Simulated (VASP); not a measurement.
Calculation: PBEsol GGA, VASP's PBE PAW potentials (set 64) (plane waves; VASP).

The input files of a VASP run:

POSCAR:
```
HgZn3Te4
1
    0.0000000000     3.0918541789     3.0918541789
    3.0918541789    -0.0000000000     3.0918541789
   12.3734505860    12.3734505860    -0.0060338704
Zn Te Hg
3 4 1
Direct
  0.9888742849   0.9888742849   0.0083442863
  0.9996753165   0.9996753165   0.2502435126
  0.0082065912   0.0082065912   0.4938450566
  0.2449572783   0.2449572783   0.0662820413
  0.2544053445   0.2544053445   0.3091959916
  0.2650459547   0.2650459547   0.5512155340
  0.2333103052   0.2333103052   0.8250172711
  0.0055249247   0.0055249247   0.7458563065
```

**KPOINTS**
```
Automatic mesh
0
Gamma
  6 6 2
```

**INCAR**
```
ALGO  =  Normal
EDIFF  =  1E-6
EDIFFG  =  -0.02
ENCUT  =  400
GGA  =  PS
IBRION  =  2
ISIF  =  3
ISMEAR  =  0
LASPH  =  .TRUE.
LCHARG  =  .FALSE.
LMAXMIX  =  6
LREAL  =  .FALSE.
LWAVE  =  .FALSE.
NELM  =  100
NSW  =  60
PREC  =  Accurate
SIGMA  =  0.05
SYSTEM  =  HgZn3Te4
```

POTCAR, in this order: Zn Te Hg (PBE.64 set). Program: vasp_std.

What VASP printed:

OUTCAR:
```
 ion  position               nearest neighbor table
   1  0.989  0.989  0.008-   7 2.62   4 2.66   4 2.66   4 2.66
   2  1.000  1.000  0.250-   4 2.63   5 2.66   5 2.66   5 2.66
   3  0.008  0.008  0.494-   5 2.64   6 2.65   6 2.65   6 2.65
   4  0.245  0.245  0.066-   2 2.63   1 2.66   1 2.66   1 2.66
   5  0.254  0.254  0.309-   3 2.64   2 2.66   2 2.66   2 2.66
   6  0.265  0.265  0.551-   3 2.65   3 2.65   3 2.65   8 2.78
   7  0.233  0.233  0.825-   1 2.62   8 2.77   8 2.77   8 2.77
   8  0.006  0.006  0.746-   7 2.77   7 2.77   7 2.77   6 2.78
  LATTYP: Found a trigonal (rhomboedric) cell.
 ALAT       =    14.5123730858
 COS(alpha) =     0.9546099003
 Subroutine PRICEL returns:
 Original cell was already a primitive cell.
 Subroutine GETGRP returns: Found  6 space group operations
The static configuration has the point symmetry C_3v.
The dynamic configuration has the point symmetry C_3v.
 Subroutine INISYM returns: Found  6 space group operations
 Subroutine IBZKPT returns following result:
 Found     22 irreducible k-points:

 Following reciprocal coordinates:
            Coordinates               Weight
  0.000000  0.000000  0.000000      1.000000
  0.166667  0.000000  0.000000      4.000000
  0.333333  0.000000  0.000000      4.000000
  0.500000  0.000000  0.000000      3.000000
  0.166667  0.166667  0.000000      2.000000
  0.333333  0.166667  0.000000      4.000000
  0.500000  0.166667  0.000000      8.000000
 -0.333333  0.166667  0.000000      4.000000
 -0.166667  0.166667  0.000000      2.000000
  0.333333  0.333333  0.000000      2.000000
 -0.333333  0.333333  0.000000      2.000000
  0.000000  0.000000  0.500000      1.000000
  0.166667  0.000000  0.500000      4.000000
  0.333333  0.000000  0.500000      4.000000
  0.500000  0.000000  0.500000      3.000000
  0.166667  0.166667  0.500000      2.000000
  0.333333  0.166667  0.500000      4.000000
  0.500000  0.166667  0.500000      8.000000
 -0.333333  0.166667  0.500000      4.000000
 -0.166667  0.166667  0.500000      2.000000
  0.333333  0.333333  0.500000      2.000000
 -0.333333  0.333333  0.500000      2.000000
   k-points           NKPTS =     22   k-points in BZ     NKDIM =     22   number of bands    NBANDS=     43
   number of dos      NEDOS =    301   number of ions     NIONS =      8
   total plane-waves  NPLWV = 108000
   dimension x,y,z NGX =    30 NGY =   30 NGZ =  120
   dimension x,y,z NGXF=    60 NGYF=   60 NGZF=  240
   ions per type =               3   4   1
   PREC   = accura    normal or accurate (medium, high low for compatibility)
   ISTART =      0    job   : 0-new  1-cont  2-samecut
   ICHARG =      2    charge: 1-file 2-atom 10-const
   ISPIN  =      1    spin polarized calculation?
   LNONCOLLINEAR =      F non collinear calculations
   LSORBIT =      F    spin-orbit coupling
   INIWAV =      1    electr: 0-lowe 1-rand  2-diag
   ENCUT  =  400.0 eV  29.40 Ry    5.42 a.u.   7.13  7.13 28.54*2*pi/ulx,y,z
   NELM   =    100;   NELMIN=  2; NELMDL= -5     # of ELM steps
   EDIFF  = 0.1E-05   stopping-criterion for ELM
   LREAL  =      F    real-space projection
   NLSPLINE    = F    spline interpolate recip. space projectors
   LMAXMIX     =    6 max onsite mixed and CHGCAR
   VOSKOWN=      0    Vosko Wilk Nusair interpolation
   EDIFFG = -.2E-01   stopping-criterion for IOM
   NSW    =     60    number of steps for IOM
   NBLOCK =      1;   KBLOCK =     60    inner block; outer block
   IBRION =      2    ionic relax: 0-MD 1-quasi-New 2-CG
   NFREE  =      1    steps in history (QN), initial steepest desc. (CG)
   ISIF   =      3    stress and relaxation
   ISYM   =      2    0-nonsym 1-usesym 2-fastsym
   TEIN   =    0.0    initial temperature
   TEBEG  =    0.0;   TEEND  =   0.0 temperature during run
   SMASS  =  -3.00    Nose mass-parameter (am)
...
```

### OSZICAR
```
       N       E                     dE             d eps       ncg     rms          rms(c)
DAV:   1     0.459809793644E+03    0.45981E+03   -0.27043E+04  1892   0.140E+03
DAV:   2     0.224755806406E+02   -0.43733E+03   -0.42637E+03  1968   0.341E+02
DAV:   3    -0.215891182192E+02   -0.44065E+02   -0.43562E+02  2193   0.116E+02
DAV:   4    -0.228193323790E+02   -0.12302E+01   -0.12278E+01  2157   0.184E+01
DAV:   5    -0.228509735354E+02   -0.31641E-01   -0.31637E-01  2394   0.266E+00    0.116E+01
DAV:   6    -0.219846910424E+02    0.86628E+00   -0.30794E+00  2386   0.298E+01    0.867E+00
DAV:   7    -0.219782180610E+02    0.64730E-02   -0.14291E+00  2176   0.882E+00    0.361E+00
DAV:   8    -0.219692376926E+02    0.89804E-02   -0.78353E-02  2218   0.311E+00    0.122E+00
DAV:   9    -0.219652638817E+02    0.39738E-02   -0.19729E-02  2424   0.126E+00    0.708E-01
DAV:  10    -0.219652991162E+02   -0.35234E-04   -0.74154E-03  2191   0.530E-01    0.265E-01
DAV:  11    -0.219651904680E+02    0.10865E-03   -0.88270E-04  2256   0.440E-01    0.641E-02
DAV:  12    -0.219652036205E+02   -0.13153E-04   -0.11675E-04  2114   0.121E-01    0.403E-02
DAV:  13    -0.219652107702E+02   -0.71496E-05   -0.22844E-05  2240   0.737E-02    0.253E-02
DAV:  14    -0.219652156699E+02   -0.48998E-05   -0.15562E-05  2050   0.395E-02    0.136E-02
DAV:  15    -0.219652157263E+02   -0.56406E-07   -0.47746E-06  2120   0.238E-02
   1 F= -.21965216E+02 E0= -.21965216E+02  d E =-.219652E+02
       N       E                     dE             d eps       ncg     rms          rms(c)
DAV:   1    -0.219747732626E+02   -0.95576E-02   -0.17125E-01  2328   0.429E+00    0.715E-01
DAV:   2    -0.219669188669E+02    0.78544E-02   -0.37849E-02  2197   0.313E+00    0.239E-01
DAV:   3    -0.219660139977E+02    0.90487E-03   -0.27614E-03  2090   0.535E-01    0.173E-01
DAV:   4    -0.219658185721E+02    0.19543E-03   -0.31421E-04  2038   0.105E-01    0.106E-01
DAV:   5    -0.219657082815E+02    0.11029E-03   -0.94226E-05  2451   0.102E-01    0.205E-02
DAV:   6    -0.219657057998E+02    0.24817E-05   -0.33482E-05  2122   0.626E-02    0.162E-02
DAV:   7    -0.219657059103E+02   -0.11047E-06   -0.52546E-06  2012   0.193E-02
   2 F= -.21965706E+02 E0= -.21965706E+02  d E =-.490184E-03
       N       E                     dE             d eps       ncg     rms          rms(c)
DAV:   1    -0.219657084066E+02   -0.26068E-05   -0.53503E-05  2352   0.841E-02    0.143E-02
DAV:   2    -0.219657058575E+02    0.25491E-05   -0.10598E-05  1668   0.645E-02    0.630E-03
DAV:   3    -0.219657053544E+02    0.50308E-06   -0.23181E-06  1374   0.221E-02
   3 F= -.21965705E+02 E0= -.21965705E+02  d E =-.489628E-03
       N       E                     dE             d eps       ncg     rms          rms(c)
DAV:   1    -0.219658509638E+02   -0.14511E-03   -0.19753E-02  1934   0.681E-01    0.515E-02
DAV:   2    -0.219658228087E+02    0.28155E-04   -0.21405E-04  2245   0.149E-01    0.266E-02
DAV:   3    -0.219658111734E+02    0.11635E-04   -0.22486E-05  2200   0.311E-02    0.156E-02
DAV:   4    -0.219658075505E+02    0.36229E-05   -0.58914E-06  2072   0.310E-02    0.437E-03
DAV:   5    -0.219658075554E+02   -0.49513E-08   -0.24723E-06  1528   0.189E-02
   4 F= -.21965808E+02 E0= -.21965808E+02  d E =-.102201E-03
       N       E                     dE             d eps       ncg     rms          rms(c)
DAV:   1    -0.219661572106E+02   -0.34966E-03   -0.11300E-01  1931   0.163E+00    0.124E-01
DAV:   2    -0.219659947743E+02    0.16244E-03   -0.12199E-03  2245   0.359E-01    0.629E-02
DAV:   3    -0.219659292389E+02    0.65535E-04   -0.13159E-04  2200   0.774E-02    0.368E-02
DAV:   4    -0.219659099928E+02    0.19246E-04   -0.34493E-05  2336   0.876E-02    0.108E-02
DAV:   5    -0.219659101749E+02   -0.18205E-06   -0.14893E-05  2011   0.467E-02    0.672E-03
DAV:   6    -0.219659102961E+02   -0.12123E-06   -0.17502E-06  1438   0.166E-02
   5 F= -.21965910E+02 E0= -.21965910E+02  d E =-.204942E-03
       N       E                     dE             d eps       ncg     rms          rms(c)
DAV:   1    -0.219661357724E+02   -0.22560E-03   -0.29106E-02  1972   0.991E-01    0.109E-01
DAV:   2    -0.219659869895E+02    0.14878E-03   -0.10340E-03  2258   0.447E-01    0.371E-02
DAV:   3    -0.219659702823E+02    0.16707E-04   -0.75748E-05  2060   0.818E-02    0.263E-02
DAV:   4    -0.219659653829E+02    0.48994E-05   -0.66519E-06  2093   0.258E-02    0.140E-02
DAV:   5    -0.219659637887E+02    0.15942E-05   -0.23714E-06  1397   0.148E-02    0.310E-03
DAV:   6    -0.219659638553E+02   -0.66581E-07   -0.97120E-07  1039   0.110E-02
   6 F= -.21965964E+02 E0= -.21965964E+02  d E =-.535592E-04
```

### OUTCAR
```
------------------------ aborting loop because EDIFF is reached ----------------------------------------
  FORCE on cell =-STRESS in cart. coord.  units (eV):
  Direction    XX          YY          ZZ          XY          YZ          ZX
  --------------------------------------------------------------------------------------
  Total        0.0110679      0.0110679      0.0110679      0.0013875     -0.0013875     -0.0013875
  in kB        0.0752037      0.0752037      0.0752037      0.0094278     -0.0094278     -0.0094278
  external PRESSURE =       0.0752037 kB  Pullay stress =       0.0000000 kB
  volume of cell :      235.80
      direct lattice vectors                 reciprocal lattice vectors
     0.000000000  3.085988867  3.085988867    -0.161865826  0.162179413  0.161865826
     3.085988867  0.000000000  3.085988867     0.162179413 -0.161865826  0.161865826
    12.367916238 12.367916238 -0.023960768     0.040388059  0.040388059 -0.040388059
 POSITION                                       TOTAL-FORCE (eV/Angst)
 -----------------------------------------------------------------------------------
      3.15594      3.15594      6.10202         0.005569      0.005569     -0.005569
      6.18157      6.18157      6.16238        -0.002751     -0.002751      0.002751
      6.12842      6.12842      0.04355        -0.000490     -0.000490      0.000490
      1.57719      1.57719      1.50880         0.006802      0.006802     -0.006802
      4.60893      4.60893      1.56304        -0.003596     -0.003596      0.003596
      7.63410      7.63410      1.62386        -0.001936     -0.001936      0.001936
     10.92783     10.92783      1.41613        -0.003198     -0.003198      0.003198
      9.23970      9.23970      0.01826        -0.000400     -0.000400      0.000400
 -----------------------------------------------------------------------------------
    total drift:                                0.001067      0.001067     -0.001059
  FREE ENERGIE OF THE ION-ELECTRON SYSTEM (eV)
  ---------------------------------------------------
  free  energy   TOTEN  =       -21.9659638553 eV

  energy  without entropy=      -21.9659638522  energy(sigma->0) =      -21.96596385

 reached required accuracy - stopping structural energy minimisation
```
(Selected blocks of OUTCAR.)

**CONTCAR**
```
HgZn3Te4
   1.00000000000000
     0.0000000000000000    3.0859888673826554    3.0859888673826554
     3.0859888673826554    0.0000000000000000    3.0859888673826554
    12.3679162375298031   12.3679162375298031   -0.0239607679991808
  Zn              Te              Hg
     3     4     1
Direct
     0.9886984554572967    0.9886984554572967    0.0084761583820287
     0.9994179859236517    0.9994179859236517    0.2504365105322642
     0.0089715585433640    0.0089715585433640    0.4932713310924788
     0.2447183181000758    0.2447183181000758    0.0664612614499418
     0.2544487488086431    0.2544487488086431    0.3091634383685172
     0.2652417431465076    0.2652417431465076    0.5510686926651197
     0.2326492856988804    0.2326492856988804    0.8255130357258414
     0.0058539043215805    0.0058539043215805    0.7456095717838150
```

The structure was generated: HgZn3Te4 was put into an ordered model structure (R3m), which need not be its known phase. This run relaxes it. Symmetry was kept, so distortions that lower it aren't found. The start is the result of an earlier pass.
